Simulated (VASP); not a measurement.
Here is the system:

```
CELL_PARAMETERS angstrom
      3.72398     0.00000     0.00000
     -1.86199     3.22506     0.00000
      0.00000     0.00000     5.71629
ATOMIC_POSITIONS crystal
  Pt 0.00000 0.00000 0.00000
  Se 0.66667 0.33333 0.77137
  Se 0.33333 0.66667 0.22863
```

The numbers are results of r2SCAN meta-GGA, VASP's PBE PAW potentials (set 64) (plane waves; VASP), not measurements. Numerical set-up: 400 eV cut-off, 6×6×4 Γ-centred mesh, Gaussian smearing of 0.050 eV, potentials Pt Se.

Unless said otherwise, spin-orbit coupling is left out, though it shifts the bands of the heavy elements here.

**Question.** What does the run give for the energy per atom (σ→0), band gap (on the k-mesh) with the smallest direct gap where there is one?

**Answer.** 
```json
{
 "band gap (on the k-mesh)": "0.73 eV",
 "smallest direct gap (on the k-mesh)": "1.32 eV",
 "energy per atom (σ→0)": "-27.165 eV/atom"
}
```

Total energies compare only between runs with the same potentials, cut-off and functional.

The structure comes from a computed database's PtSe2 entry (P-3m1); how it stands against other phases isn't given here. It was relaxed first. The start is the result of an earlier pass.
